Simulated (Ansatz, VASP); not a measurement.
## TiO2 (Rutile): VASP beside Ansatz

Aim: how closely do two programs agree when they are given the same cell, functional and k mesh? The cell is taken from a series of runs on this material, whose earlier steps may have relaxed, scaled, displaced or heated it; both programs get it as it stands.

Program: Ansatz 0.2.0. Level of theory: plane waves, with VASP 6.6.1 beside it; single point at HSE06. Results are calculated unless marked as measured.

### 1. The starting structure

The structure is tetragonal, space group P4_2/mnm (No. 136). The conventional cell has a = 4.597 Å, b = 4.597 Å, c = 2.954 Å, α = 90.00°, β = 90.00°, γ = 90.00°. Ti has 6 O at 1.95 to 1.98 Å nearest. O has 3 Ti at 1.95 to 1.98 Å nearest. Farther neighbours and most contacts between anions are not listed.

### 2. VASP: single point, HSE06

With cell and atoms fixed, the geometry can't cause a difference; cores, projectors, grids and the points listed under the comparison can.

Lines of VASP's logs that name or quote its potential files are left out, and so is its time.

The run reads the wave functions of an earlier VASP run, which isn't shown here.

Input file INCAR:

```
SYSTEM = TiO2
PREC = Accurate
ENCUT = 520
EDIFF = 1E-06
NELM = 100
ISMEAR = 0
SIGMA = 0.01
LREAL = .FALSE.
ALGO = Normal
LHFCALC = .TRUE.
AEXX = 0.25
GGA = PE
HFSCREEN = 0.208
LASPH = .TRUE.
NBANDS = 30
PRECFOCK = Fast
LORBIT = 11
LWAVE = .FALSE.
LCHARG = .FALSE.
KPAR = 8
ISIF = 2
```

Input file POSCAR:

```
TiO2
1.0
    4.5969571735      0.0000000000      0.0000000000
    0.0000000000      4.5969571735      0.0000000000
    0.0000000000      0.0000000000      2.9535436681
Ti O
2 4
Direct
    0.0000000000      0.0000000000      0.0000000000
    0.5000000000      0.5000000000      0.5000000000
    0.3046328041      0.3046328041      0.0000000000
    0.1953671959      0.8046328041      0.5000000000
    0.6953671959      0.6953671959      0.0000000000
    0.8046328041      0.1953671959      0.5000000000
```

Input file KPOINTS:

```
Automatic mesh
0
Gamma
4 4 6
0 0 0
```

Potentials, in the order of the species: Ti_sv and O (PBE family, release 64).

On the command line:

```bash
> mpirun -np 8 vasp_std
```

Numbers of over 12 decimals in the logs are rounded to 6 here.

The program printed:

```text
[banner, memory and clock lines left out]
running    8 mpi-ranks, on    1 nodes
 distrk:  each k-point on    1 cores,    8 groups
 distr:  one band on    1 cores,    1 groups

 POSCAR found type information on POSCAR TiO
 POSCAR found :  2 types and       6 ions
|                                                                             |
|           W    W    AA    RRRRR   N    N  II  N    N   GGGG   !!!           |
|           W    W   A  A   R    R  NN   N  II  NN   N  G    G  !!!           |
|           W    W  A    A  R    R  N N  N  II  N N  N  G       !!!           |
|           W WW W  AAAAAA  RRRRR   N  N N  II  N  N N  G  GGG   !            |
|           WW  WW  A    A  R   R   N   NN  II  N   NN  G    G                |
|           W    W  A    A  R    R  N    N  II  N    N   GGGG   !!!           |
|                                                                             |
|     For optimal performance we recommend to set                             |
|       NCORE = 2 up to number-of-cores-per-socket                            |
|     NCORE specifies how many cores store one orbital (NPAR=cpu/NCORE).      |
|     This setting can greatly improve the performance of VASP for DFT.       |
|     The default, NCORE=1 might be grossly inefficient on modern             |
|     multi-core architectures or massively parallel machines. Do your        |
|     Unfortunately you need to use the default for GW and RPA                |
|     calculations (for HF NCORE is supported but not extensively tested      |
|     yet).                                                                   |
|                                                                             |

 LDA part: xc-table for (Slater+PW92), standard interpolation
 found WAVECAR, reading the header
 POSCAR, INCAR and KPOINTS ok, starting setup
 FFT: planning ... GRIDC
 FFT: planning ... GRID_SOFT
 FFT: planning ... GRID
 reading WAVECAR
 the WAVECAR file was read successfully
 initial charge from wavefunction
 entering main loop
       N       E                     dE             d eps       ncg     rms          rms(c)
DAV:   1    -0.665131224519E+02   -0.66513E+02   -0.28745E+00  1448   0.158E+01    0.445E+00
DAV:   2    -0.662329683917E+02    0.28015E+00   -0.80304E-01  1664   0.120E+01    0.140E+00
DAV:   3    -0.662644877216E+02   -0.31519E-01   -0.23821E-01  2016   0.384E+00    0.112E+00
DAV:   4    -0.662534918559E+02    0.10996E-01   -0.46358E-02  1830   0.214E+00    0.450E-01
DAV:   5    -0.662555626803E+02   -0.20708E-02   -0.10111E-02  1584   0.653E-01    0.262E-01
DAV:   6    -0.662551196969E+02    0.44298E-03   -0.12619E-03  1732   0.435E-01    0.130E-01
DAV:   7    -0.662552562644E+02   -0.13657E-03   -0.50805E-04  1608   0.148E-01    0.950E-02
DAV:   8    -0.662552598096E+02   -0.35452E-05   -0.10879E-04  1848   0.133E-01    0.522E-02
DAV:   9    -0.662552770642E+02   -0.17255E-04   -0.29891E-05  1672   0.506E-02    0.306E-02
DAV:  10    -0.662552821909E+02   -0.51268E-05   -0.45660E-06  1582   0.228E-02    0.184E-02
DAV:  11    -0.662552855466E+02   -0.33556E-05   -0.28055E-06  1414   0.113E-02    0.121E-02
DAV:  12    -0.662552870473E+02   -0.15007E-05   -0.56458E-07   840   0.855E-03    0.756E-03
DAV:  13    -0.662552878117E+02   -0.76438E-06   -0.40896E-07   828   0.559E-03
   1 F= -.66255288E+02 E0= -.66255288E+02  d E =-.496890-128
```

From OUTCAR (step 2):

```text
ion  position               nearest neighbor table
   1  0.000  0.000  0.000-   4 1.95   6 1.95   4 1.95   6 1.95   5 1.98   3 1.98
   2  0.500  0.500  0.500-   3 1.95   5 1.95   3 1.95   5 1.95   4 1.98   6 1.98
   3  0.305  0.305  0.000-   2 1.95   2 1.95   1 1.98
   4  0.195  0.805  0.500-   1 1.95   1 1.95   2 1.98
   5  0.695  0.695  0.000-   2 1.95   2 1.95   1 1.98
   6  0.805  0.195  0.500-   1 1.95   1 1.95   2 1.98

  LATTYP: Found a simple tetragonal cell.
 ALAT       =     4.5969571735
 C/A-ratio  =     0.6424997138

 Subroutine GETGRP returns: Found 16 space group operations
 (whereof  8 operations were pure point group operations)

The static configuration has the point symmetry D_2h.
 The point group associated with its full space group is D_4h.

 Found     24 irreducible k-points:

   k-points           NKPTS =     24   k-points in BZ     NKDIM =     96   number of bands    NBANDS=     30

   dimension x,y,z NGX =    36 NGY =   36 NGZ =   24
   dimension x,y,z NGXF=    72 NGYF=   72 NGZF=   48

   ENCUT  =  520.0 eV  38.22 Ry    6.18 a.u.   8.55  8.55  5.49*2*pi/ulx,y,z

   NELECT =      48.0000    total number of electrons

 k-points in reciprocal lattice and weights: Automatic mesh
   0.00000000  0.00000000  0.00000000       0.010
   0.25000000  0.00000000  0.00000000       0.042
   0.50000000  0.00000000  0.00000000       0.021
   0.25000000  0.25000000  0.00000000       0.042
   0.50000000  0.25000000  0.00000000       0.042
   0.50000000  0.50000000  0.00000000       0.010
   0.00000000  0.00000000  0.16666667       0.021
   0.25000000  0.00000000  0.16666667       0.083
   0.50000000  0.00000000  0.16666667       0.042
[...]
0.50000000  0.25000000  0.50000000       0.042
   0.50000000  0.50000000  0.50000000       0.010

  exchange ACFDT corr.  =         0.00000000  see jH, gK, PRB 81, 115126

 average (electrostatic) potential at core
       1 -71.4436       2 -71.4436       3 -62.9516       4 -62.9516       5 -62.9516
       6 -62.9516

 E-fermi :   4.0703

 k-point     1 :       0.0000    0.0000    0.0000
  band No.  band energies     occupation
    ...
     20       1.7053      2.00000
     21       3.1557      2.00000
     22       3.4608      2.00000
     23       3.4608      2.00000
     24       3.9012      2.00000
     25       7.2526      0.00000
     26       7.5654      0.00000
     27       7.8631      0.00000
     28       7.9561      0.00000
     29       7.9561      0.00000
    ...

 k-point     2 :       0.2500    0.0000    0.0000
  band No.  band energies     occupation
    ...
     20       1.7821      2.00000
     21       2.4045      2.00000
     22       2.7876      2.00000
     23       3.0487      2.00000
     24       3.6463      2.00000
     25       7.5657      0.00000
     26       7.9352      0.00000
     27       8.2041      0.00000
     28       8.2731      0.00000
     29       8.2899      0.00000
    ...

 k-point     3 :       0.5000    0.0000    0.0000
  band No.  band energies     occupation
    ...
     20       0.6002      2.00000
     21       2.1501      2.00000
     22       2.1501      2.00000
     23       3.0884      2.00000
     24       3.0884      2.00000
     25       7.9888      0.00000
     26       7.9888      0.00000
     27       8.5361      0.00000
     28       8.5361      0.00000
     29       9.1304      0.00000
    ...

  Total       -0.8089675     -0.8089675     -0.9233170     -0.0000000      0.0000000      0.0000000
  in kB      -20.7662149    -20.7662149    -23.7015697     -0.0000000      0.0000000      0.0000000
  external PRESSURE =     -21.7446665 kB  Pullay stress =       0.0000000 kB

  energy-cutoff  :      520.00
  volume of cell :       62.41
      direct lattice vectors                 reciprocal lattice vectors
     4.596957173  0.000000000  0.000000000     0.217535200  0.000000000  0.000000000
     0.000000000  4.596957173  0.000000000     0.000000000  0.217535200  0.000000000
     0.000000000  0.000000000  2.953543668     0.000000000  0.000000000  0.338576338

 POSITION                                       TOTAL-FORCE (eV/Angst)
 -----------------------------------------------------------------------------------
      0.00000      0.00000      0.00000         0.000000      0.000000     -0.000000
      2.29848      2.29848      1.47677         0.000000      0.000000     -0.000000
      1.40038      1.40038      0.00000         0.079883      0.079883     -0.000000
      0.89809      3.69886      1.47677        -0.079883      0.079883      0.000000
      3.19657      3.19657      0.00000        -0.079883     -0.079883     -0.000000
      3.69886      0.89809      1.47677         0.079883     -0.079883      0.000000
 -----------------------------------------------------------------------------------
    total drift:                               -0.000001     -0.000001      0.000001

  FREE ENERGIE OF THE ION-ELECTRON SYSTEM (eV)
  ---------------------------------------------------
  free  energy   TOTEN  =       -66.2552878117 eV

  energy  without entropy=      -66.2552878117  energy(sigma->0) =      -66.25528781

 total charge
# of ion       s       p       d       tot
------------------------------------------
    1        2.227   6.320   1.573  10.119
    2        2.227   6.320   1.573  10.119
    3        1.574   3.547   0.000   5.121
    4        1.574   3.547   0.000   5.121
    5        1.574   3.547   0.000   5.121
    6        1.574   3.547   0.000   5.121
--------------------------------------------------
tot         10.751  26.826   3.145  40.722

[... 3 further parts left out ...]
```

This run has no spin polarisation, so a moment on Ti, if there is one, isn't seen.

[end of part 1 of 2]

[Lines on the potential files, build, host, timing and source positions are cut from VASP's logs without a mark.]

[Logs are printed without paths, hosts, clocks, repeated set-up lines and the standing remarks that a program may print on its own settings, such as how far it seeks lower states.]

[Hosts, paths, dates, database ids (printed as entryN), source tags and the programs' standing remarks are cut or masked in the printed files.]
